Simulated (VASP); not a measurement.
Method: PBE GGA with D3 dispersion (Becke-Johnson damping), VASP's PBE PAW potentials (set 64) (plane waves; VASP).

VASP ran on this input.

**POSCAR**
```
GaN
1
    0.0000000000     2.3034460105     2.3034460105
    2.3034460105     0.0000000000     2.3034460105
    2.3034460105     2.3034460105     0.0000000000
Ga N
1 1
Direct
  0.0000000000   0.0000000000   0.0000000000
  0.2500000000   0.2500000000   0.2500000000
```

### INCAR
```
LASPH=.TRUE.   # aspherical one-centre terms
LCHARG=.FALSE.
IVDW=12
PREC=Accurate
LREAL=.FALSE.
GGA=PE
LWAVE=.FALSE.
ENCUT=520
NELM=100
ISIF=2   # forces and stress, cell fixed
ALGO=Normal
SYSTEM=GaN
LMAXMIX=4
EDIFF=1E-7   # SCF stop (eV)
SIGMA=0.05   # width (eV)
ISMEAR=0   # Gaussian
```

File KPOINTS:
```
kpoints
0
G
10 10 10
```

POTCAR, in this order: Ga_d N (PBE.64 set). Program: vasp_std.

Task: Estimate the energy per atom (σ→0), dispersion energy, pressure, band gap (on the k-mesh).

Result: 
* **energy per atom (σ→0)**: -6.306 eV/atom
* **dispersion energy**: -0.475 eV
* **band gap (on the k-mesh)**: 1.30 eV
* **pressure**: -9.14 GPa

### OSZICAR
```
...
DAV:   8    -0.121427104049E+02    0.27217E-02   -0.86695E-02  1373   0.431E+00    0.910E-01
DAV:   9    -0.121363905494E+02    0.63199E-02   -0.21508E-02  1869   0.341E+00    0.241E-01
DAV:  10    -0.121368410982E+02   -0.45055E-03   -0.15439E-03  1238   0.551E-01    0.107E-01
DAV:  11    -0.121367589224E+02    0.82176E-04   -0.28443E-04  1810   0.346E-01    0.668E-03
DAV:  12    -0.121367641577E+02   -0.52353E-05   -0.27753E-05  1317   0.687E-02    0.513E-03
DAV:  13    -0.121367641002E+02    0.57414E-07   -0.11968E-06  1430   0.113E-02    0.116E-03
DAV:  14    -0.121367640688E+02    0.31424E-07   -0.61470E-08   861   0.345E-03
   1 F= -.12611438E+02 E0= -.12611438E+02  d E =-.289325E-11
```

The compound is GaN in the zinc blende structure, a metastable form; wurtzite is the usual one. This cell is one point of a volume scan, at 1.06 of the reference volume.
